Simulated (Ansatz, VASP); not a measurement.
**Zn3C in VASP and in Ansatz**

```xyz
4
Lattice="-2.4730 2.4730 2.4730 2.4730 -2.4730 2.4730 2.4730 2.4730 -2.4730" Properties=species:S:1:pos:R:3 pbc="T T T"
Zn    2.4730    0.0000    0.0000
Zn    0.0000    2.4730    0.0000
Zn    0.0000    0.0000    2.4730
C     0.0000    0.0000    0.0000
```

Alike in both runs: task relaxation of cell and atoms; functional PBE; k mesh 6 × 6 × 6; occupations gaussian, width 0.1 eV; no spin polarisation.

```csv
,VASP,Ansatz
version,VASP 6.6.1,Ansatz 0.2.0
potentials or method,"VASP PAW PBE potentials, release 64 (Zn, C)","scalar-relativistic, plane waves, PAW"
plane-wave cutoff (eV),600,420
valence electrons in the cell,40,40
```

|  | VASP | Ansatz | Ansatz less VASP |
| --- | --- | --- | --- |
| gap on the k mesh at the Fermi level, each at its own relaxed structure (eV) | none | none | - |
| relaxed volume (Å³/atom) | 14.61 | 14.55 | -0.066 |
| relaxed cell length with the largest relative difference (Å) | 4.235 | 4.228 | -0.0064 |
| energy change over the relaxation (meV/atom) | -4 | -5 | -0.8 |

A gap of «none» marks a metal or a gap that the smearing closes.
